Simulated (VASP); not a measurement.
GaP (zinc blende) relaxed at rising pressure, in one space group throughout; other phases were not tried. The pressures are those reached. All values below come from LDA (Ceperley-Alder, Perdew-Zunger), VASP's LDA PAW potentials (set 64) (plane waves; VASP).

```csv
P (GPa),V (Å³/atom),k-mesh
0.16,19.574,9×9×9
4.95,18.663,9×9×9
9.97,17.907,9×9×9
19.99,16.752,9×9×9
30.00,15.882,9×9×9
```

Q: Fit an equation of state and predict the volume at 44.91 GPa.

A: Least squares on the third-order Birch-Murnaghan form, P = (3B0/2)(y⁷ − y⁵)[1 + (3/4)(B′ − 4)(y² − 1)] with y = (V0/V)^(1/3), gives V0 = 19.606 Å³/atom, B0 = 91 GPa and B′ = 4.3, and so 14.899 Å³/atom. The run gave 14.890 Å³/atom, -0.1 % from the fit.

Pressures at which the relaxation failed are left out.

The compound is GaP in the zinc blende structure.
